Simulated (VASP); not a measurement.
# 2H-MoS2 3 layers, 2H (AA') in VASP, part 2 of 3

How does 2H-MoS2 3 layers, 2H (AA') behave as a surface?

VASP 6.6.1; LDA, no spin polarisation; plane waves and PAW (S, Mo).

So far. Step 2 (Relaxing the slab): The run ended after 40 ionic steps, 0.594 eV below its first step, once forces and stress met EDIFFG = -0.02.

## (3) Potential and states of the slab

A static run writes the electrostatic potential without exchange and correlation (LVHAR), which is flat in the vacuum and gives the level to count from. The dipole correction cancels the field that unlike faces would set up across the vacuum.

Input file INCAR:

```
SYSTEM = MoS2
PREC = Normal
ENCUT = 340
EDIFF = 1E-06
NELM = 120
ISMEAR = -1
SIGMA = 0.05
LREAL = .FALSE.
ALGO = Fast
GGA = CA
NBANDS = 49
LASPH = .TRUE.
LORBIT = 11
LWAVE = .FALSE.
LCHARG = .TRUE.
IDIPOL = 3
LDIPOL = .TRUE.
DIPOL = 0.5 0.5 0.5
LVHAR = .TRUE.
LVACPOTAV = .TRUE.
LELF = .TRUE.
NEDOS = 1500
```

Input file POSCAR:

```
MoS2
1.0
    3.1218955530      0.0000000000      0.0000000000
   -1.5609477765      2.7036408568      0.0000000000
    0.0000000000      0.0000000000     33.7877932140
S Mo
6 3
Direct
    0.3333333333      0.6666666667      0.2749325444
    0.3333333333      0.6666666667      0.3671274950
    0.0000000000      0.0000000000      0.4538681334
    0.0000000000      0.0000000000      0.5461318666
    0.3333333333      0.6666666667      0.6328725050
    0.3333333333      0.6666666667      0.7250674556
    0.0000000000      0.0000000000      0.3209793731
    0.3333333333      0.6666666667      0.5000000000
    0.0000000000      0.0000000000      0.6790206269
```

Input file KPOINTS:

```
Automatic mesh
0
Gamma
12 12 1
0 0 0
```

The projector-augmented-wave data sets are S and Mo (LDA family, release 64).

Run with:

```
> mpirun -np 4 vasp_std
```

What it wrote:

```text
[banner, memory and clock lines left out]
running    4 mpi-ranks, on    1 nodes
 distrk:  each k-point on    4 cores,    1 groups
 distr:  one band on    1 cores,    4 groups

 POSCAR found type information on POSCAR S Mo
 POSCAR found :  2 types and       9 ions
 LDA part: xc-table for (Slater(with rela. corr.)+CA(PZ))
 , standard interpolation
|                                                                             |
|           W    W    AA    RRRRR   N    N  II  N    N   GGGG   !!!           |
|           W    W   A  A   R    R  NN   N  II  NN   N  G    G  !!!           |
|           W    W  A    A  R    R  N N  N  II  N N  N  G       !!!           |
|           W WW W  AAAAAA  RRRRR   N  N N  II  N  N N  G  GGG   !            |
|           WW  WW  A    A  R   R   N   NN  II  N   NN  G    G                |
|           W    W  A    A  R    R  N    N  II  N    N   GGGG   !!!           |
|                                                                             |
|     The number of bands has been changed from the values supplied in        |
|     The orbitals not found in the WAVECAR file will be initialized with     |
|     random numbers, which is usually adequate. For correlated               |
|     calculations, however, you should redo the groundstate calculation.     |
|     I found NBANDS = 49. Now, NBANDS = 52.                                  |
|                                                                             |

 POSCAR, INCAR and KPOINTS ok, starting setup
 FFT: planning ... GRIDC
 FFT: planning ... GRID_SOFT
 FFT: planning ... GRID
 WAVECAR not read
 entering main loop
       N       E                     dE             d eps       ncg     rms          rms(c)
DAV:   1     0.251521587529E+03    0.25152E+03   -0.17043E+04  1984   0.613E+02
DAV:   2    -0.516491853751E+02   -0.30317E+03   -0.28493E+03  2560   0.170E+02
DAV:   3    -0.770359651350E+02   -0.25387E+02   -0.24819E+02  2488   0.493E+01
DAV:   4    -0.776951870100E+02   -0.65922E+00   -0.65805E+00  2568   0.893E+00
DAV:   5    -0.777144047518E+02   -0.19218E-01   -0.19211E-01  2568   0.148E+00    0.470E+01
RMM:   6    -0.743860062117E+02    0.33284E+01   -0.87759E+00  2087   0.815E+00    0.171E+01
RMM:   7    -0.738938280118E+02    0.49218E+00   -0.27463E+00  2080   0.468E+00    0.123E+01
RMM:   8    -0.733825192429E+02    0.51131E+00   -0.14579E+00  2259   0.365E+00    0.231E+00
RMM:   9    -0.733432817276E+02    0.39238E-01   -0.15049E-01  2411   0.160E+00    0.613E-01
RMM:  10    -0.733433747381E+02   -0.93010E-04   -0.23706E-02  2496   0.552E-01    0.442E-01
RMM:  11    -0.733432233931E+02    0.15134E-03   -0.37033E-03  2507   0.228E-01    0.207E-01
RMM:  12    -0.733434856259E+02   -0.26223E-03   -0.12122E-03  2635   0.116E-01    0.487E-02
RMM:  13    -0.733436356898E+02   -0.15006E-03   -0.29115E-04  2530   0.560E-02    0.195E-02
RMM:  14    -0.733438097824E+02   -0.17409E-03   -0.11201E-04  2524   0.334E-02    0.262E-02
RMM:  15    -0.733439579564E+02   -0.14817E-03   -0.39176E-05  2567   0.176E-02    0.853E-03
RMM:  16    -0.733440849192E+02   -0.12696E-03   -0.15309E-05  2509   0.102E-02    0.123E-02
RMM:  17    -0.733442195177E+02   -0.13460E-03   -0.17752E-05  2493   0.963E-03    0.703E-03
RMM:  18    -0.733442447863E+02   -0.25269E-04   -0.30421E-06  2258   0.497E-03    0.260E-03
RMM:  19    -0.733442695557E+02   -0.24769E-04   -0.15683E-06  2001   0.322E-03    0.131E-03
RMM:  20    -0.733442748349E+02   -0.52791E-05   -0.24515E-07  1720   0.149E-03    0.945E-04
RMM:  21    -0.733442819715E+02   -0.71367E-05   -0.23930E-07  1745   0.111E-03    0.100E-03
RMM:  22    -0.733442823313E+02   -0.35977E-06   -0.38397E-08  1272   0.687E-04
|                                                                             |
|           W    W    AA    RRRRR   N    N  II  N    N   GGGG   !!!           |
|           W    W   A  A   R    R  NN   N  II  NN   N  G    G  !!!           |
|           W    W  A    A  R    R  N N  N  II  N N  N  G       !!!           |
|           W WW W  AAAAAA  RRRRR   N  N N  II  N  N N  G  GGG   !            |
|           WW  WW  A    A  R   R   N   NN  II  N   NN  G    G                |
|           W    W  A    A  R    R  N    N  II  N    N   GGGG   !!!           |
|                                                                             |
|     Did not find any points to average over, which means that no vacuum     |
|     field-free region was found. Please increase the size of  your cell     |
|     in the dimension of the dipole correction to obtain accurate            |
|     workfunction values.                                                    |
|                                                                             |

   1 F= -.73344282E+02 E0= -.73344281E+02  d E =-.231222E-05
```

It took 51 s on 4 MPI ranks of Intel Xeon Platinum 8488C (Sapphire Rapids), shared host; peak memory 0.59 GiB.

OUTCAR, selected parts (step 3):

```text
  LATTYP: Found a hexagonal cell.
 ALAT       =     3.1218955530
 C/A-ratio  =    10.8228454926

The static configuration has the point symmetry D_3h.

 Found     19 irreducible k-points:

   k-points           NKPTS =     19   k-points in BZ     NKDIM =     19   number of bands    NBANDS=     52

   dimension x,y,z NGX =    14 NGY =   14 NGZ =  160
   dimension x,y,z NGXF=    28 NGYF=   28 NGZF=  320

   ENCUT  =  340.0 eV  24.99 Ry    5.00 a.u.   4.69  4.69 50.80*2*pi/ulx,y,z

   NELECT =      54.0000    total number of electrons

 E-fermi :   1.1976

 k-point     1 :       0.0000    0.0000    0.0000
  band No.  band energies     occupation
    ...
     23      -1.2934      2.00000
     24      -0.9204      2.00000
     25      -0.2948      2.00000
     26       0.4059      2.00000
     27       0.7483      1.99975
     28       3.0626      0.00000
     29       3.0626      0.00000
     30       3.0830      0.00000
     31       3.0830      0.00000
     32       3.1014      0.00000
    ...

 k-point     2 :       0.0833   -0.0000    0.0000
  band No.  band energies     occupation
    ...
     23      -1.0821      2.00000
     24      -0.6395      2.00000
     25      -0.2853      2.00000
     26       0.3247      2.00000
     27       0.5666      1.99999
     28       2.9353      0.00000
     29       2.9467      0.00000
     30       2.9575      0.00000
     31       3.0347      0.00000
     32       3.0655      0.00000
    ...

  Total       -0.1291257     -0.1291257     -0.3223782      0.0000000      0.0000000     -0.0000000
  in kB       -0.7254307     -0.7254307     -1.8111275      0.0000000      0.0000000     -0.0000000
  external PRESSURE =      -1.0873297 kB  Pullay stress =       0.0000000 kB

  energy-cutoff  :      340.00
  volume of cell :      285.19
      direct lattice vectors                 reciprocal lattice vectors
     3.121895553  0.000000000  0.000000000     0.320318211  0.184935806  0.000000000
    -1.560947776  2.703640857  0.000000000     0.000000000  0.369871611  0.000000000
     0.000000000  0.000000000 33.787793214     0.000000000  0.000000000  0.029596488

 POSITION                                       TOTAL-FORCE (eV/Angst)
 -----------------------------------------------------------------------------------
     -0.00000      1.80243      9.28936        -0.000000     -0.000000      0.001738
     -0.00000      1.80243     12.40443         0.000000     -0.000000     -0.005214
      0.00000      0.00000     15.33520         0.000000     -0.000000      0.004737
      0.00000      0.00000     18.45259        -0.000000     -0.000000     -0.004737
     -0.00000      1.80243     21.38337         0.000000      0.000000      0.005214
     -0.00000      1.80243     24.49843        -0.000000      0.000000     -0.001738
      0.00000      0.00000     10.84518        -0.000000     -0.000000      0.006213
     -0.00000      1.80243     16.89390        -0.000000     -0.000000     -0.000000
      0.00000      0.00000     22.94261        -0.000000     -0.000000     -0.006213
 -----------------------------------------------------------------------------------
    total drift:                                0.000007     -0.000004     -0.000000

  FREE ENERGIE OF THE ION-ELECTRON SYSTEM (eV)
  ---------------------------------------------------
  free  energy   TOTEN  =       -73.3442823313 eV

  energy  without entropy=      -73.3442800191  energy(sigma->0) =      -73.34428118

 vacuum level on the upper side and lower side of the slab         6.284         6.284

 total charge
# of ion       s       p       d       tot
------------------------------------------
    1        1.363   2.339   0.000   3.702
    2        1.364   2.334   0.000   3.698
    3        1.364   2.334   0.000   3.698
    4        1.364   2.334   0.000   3.698
    5        1.364   2.334   0.000   3.698
    6        1.363   2.339   0.000   3.702
    7        0.437   0.644   4.501   5.582
    8        0.436   0.642   4.501   5.580
    9        0.437   0.644   4.501   5.582
--------------------------------------------------
tot          9.492  15.943  13.504  38.939

[... 2 parts as in an earlier step ...]

[... 7 further parts left out ...]
```

This step gave:

```
electronic cycles                                 : 22
free energy (TOTEN)                               : -73.3443 eV
vacuum levels                                     : 6.284, 6.284 eV
ionisation potentials of the upper and lower face : 5.536, 5.536 eV
electron affinities of the upper and lower face   : 4.544, 4.544 eV
```

The density of states has structure finer than the step of the table below, so its rows give means over 1 eV, whole bins alone (the curve runs from -12.0 to 8.88 eV). Peaks (eV: height): total -3.8: 13.0, -2.5: 10.4, -1.4: 11.1, 2.3: 14.2; S s -4.4: 0.404, 2.3: 0.210, 7.6: 0.277, 8.3: 0.249; S p -5.8: 3.22, -4.5: 3.06, -3.8: 4.45, -2.4: 4.11; Mo s -4.4: 0.567, 6.7: 0.498, 7.6: 0.565, 8.0: 0.465; Mo p -2.1: 0.505, -1.4: 0.405, 8.0: 0.401, 8.4: 0.523.

Means over bins of 0.077 eV. The density of states by energy, zero at the valence-band top; means over each step; values in states/eV/cell:

```tsv
energy (eV)	total	S s	S p	Mo s	Mo p	Mo d
-8	0	0	0	0	0	0
-7	0.766	0.0108	0.233	0.0838	0.0162	0.119
-6	7.47	0.0782	2.35	0.333	0.226	1.84
-5	5.10	0.154	1.65	0.174	0.187	1.24
-4	8.87	0.206	2.97	0.237	0.289	2.66
-3	6.31	0.0808	2.19	0.0390	0.216	2.18
-2	7.63	0.102	3.10	0.0385	0.427	1.79
-1	5.56	0.0483	1.29	0.0410	0.168	2.78
0	0.220	0.00533	0.0589	0.00518	0.00227	0.107
1	1.83	0.0297	0.257	0.0180	0.0186	1.07
2	11.6	0.140	2.06	0.0792	0.118	6.90
3	5.89	0.113	1.31	0.0125	0.0633	2.92
4	4.29	0.123	1.12	0.00300	0.0169	2.02
5	0.614	0.0205	0.0803	0.0128	0.00149	0.176
6	2.74	0.0410	0.110	0.318	0.112	0.175
7	4.80	0.114	0.233	0.370	0.216	0.245
8	7.17	0.226	0.402	0.413	0.360	0.362
```

The planar average of the electrostatic potential oscillates, so the rows of the table below give means over windows of 2 Å about each position, cut where the curve ends. Its maxima inside the range that stand out by 2 % of the span (Å: eV): 10.1: -6.27, 11.6: -6.21, 13.8: 4.10, 16.2: -6.21, 17.6: -6.21, 20.0: 4.10, 22.2: -6.21, 23.7: -6.27. Its minima: 9.3: -15.8, 10.9: -9.70, 12.4: -15.8, 15.3: -15.7, 16.9: -9.71, 18.5: -15.7, 21.4: -15.8, 22.9: -9.70, 24.5: -15.8.

Zero at the Fermi level. The planar average of the electrostatic potential by height; means over each step:

height (Å), planar average of the electrostatic potential (eV) and a bar from the least value:
```
        0        5.1 ##############################
        2        5.1 ##############################
        4        5.1 ##############################
        6        5.1 ##############################
        8        1.7 ########################
       10      -10.4 
       12      -10.2 #
       14        0.8 ######################
       16      -10.5 
       18      -10.3 
       20        1.0 ######################
       22      -10.5 
       24      -10.4 
       26        3.3 ##########################
       28        5.1 ##############################
       30        5.1 ##############################
       32        5.1 ##############################
```

Density of states in the PAW spheres, an atom over height of the layer and energy from the Fermi level.

Ten even steps from '_' (0.00 states/eV) to '@' (1.28 states/eV), each cell a mean:
```
__________________
__________________
__________________
__________________
__--____--____--__
::@@..::@@::..@@::
--@@----@@----@@--
--==----==----==--
++**====**====**++
==##====%%====##==
::++::::++::::++::
::**::::**::::**::
==@@====@@====@@==
==##----**----##==
--##----**----##--
..--..::--::..--..
..::....--....::..
--##----**----##--
::**----**----**::
..::....::....::..
__________________
__________________
```
Columns: height of the layer (Å) from 9.3 to 24.5 (not evenly spaced); rows upwards: energy from the Fermi level (eV) from -7.9 to 0.5.

ELF in the ca plane at fractional y = 0.667, with atoms of S and Mo within 0.2 Å of it. It is the smooth field of the valence electrons, not physical close to the nuclei.

Ten even steps from '0' (0.00) to '9' (0.94), each cell a mean:
```
00000000000000000012332111123321015787753235
00000000000000000012332111123321015787753335
00000000000000213567775322367764103577632224
00000000000000257899888422688898500234320012
00000000000000268998557523675699710012210001
00000000000001268998557523675699710012210001
00000000000000257999888522688899500234320002
00000000000000123577876322468875103566532123
```
Columns run along c (16.0 Å, from fractional 0.06 to 0.53 of the cell), rows up along a (3.1 Å). Atoms in or near the plane, at fractional coordinates: S at (0.27, 0.33), S at (0.37, 0.33), Mo at (0.50, 0.33).

Valence density in the ca plane at fractional y = 0.667, with atoms of S and Mo within 0.2 Å of it. It is the smooth field of the valence electrons, not physical close to the nuclei.

Ten even steps from '0' (0.0 e/Å³) to '9' (1.1 e/Å³), each cell a mean:
```
00000000000000000001222343222110001345432223
00000000000000000001122343222100001355432223
00000000000000000023443333344421001234333333
00000000000000000258995323589963100112346654
00000000000000001498497323695695100012368975
00000000000000001497388323693695100012368975
00000000000000000269996323599973100112356754
00000000000000000124553333345431001233333433
```
Columns run along c (16.0 Å, from fractional 0.06 to 0.53 of the cell), rows up along a (3.1 Å). Atoms in or near the plane, at fractional coordinates: S at (0.27, 0.33), S at (0.37, 0.33), Mo at (0.50, 0.33).

Electrostatic potential energy in the ca plane at fractional y = 0.667, with atoms of S and Mo within 0.2 Å of it. With pseudopotentials it is smooth inside the atoms' cores, unlike the true potential.

Values in eV, 5 rows by 16 columns, each cell a mean:
```
  6   6   6   6   6   6   5   2  -8  -7   2   5   3  -6  -1  -1
  6   6   6   6   6   6   3  -4  -6  -5  -4   4   4  -2  -6  -6
  6   6   6   6   6   6 -11 -55  -5  -8 -56  -6   5   1 -19 -19
  6   6   6   6   6   6 -17 -66  -7 -12 -67 -10   5   1 -22 -22
  6   6   6   6   6   6   0 -18  -4  -4 -18   2   4   0 -11 -11
```
Columns run along c (16.0 Å, from fractional 0.06 to 0.53 of the cell; values clipped at the 3rd and 97th percentile), rows up along a (3.1 Å). Atoms in or near the plane, at fractional coordinates: S at (0.27, 0.33), S at (0.37, 0.33), Mo at (0.50, 0.33).

The map of layer states is cut here 0.5 eV above the Fermi level, so it leaves out the states above that.

The vacuum level lies 5.54 eV above the highest filled level at the upper face; both faces agree, as the slab has next to no dipole.

The program found no field-free point at its default tolerance, but its printed level agrees with the flat part of the planar average.

[end of part 2 of 3]

[Lines on the potential files, build, host, timing and source positions are cut from VASP's logs without a mark.]

[Logs are printed without paths, hosts, clocks, repeated set-up lines and the standing remarks that a program may print on its own settings, such as how far it seeks lower states.]

[Hosts, paths, dates, database ids (printed as entryN), source tags and the programs' standing remarks are cut or masked in the printed files.]

[In band tables of VASP the shares of atoms and orbitals are scaled to a sum of 1 inside the atoms' spheres.]

[Runs that stopped without an error message from VASP are left out.]
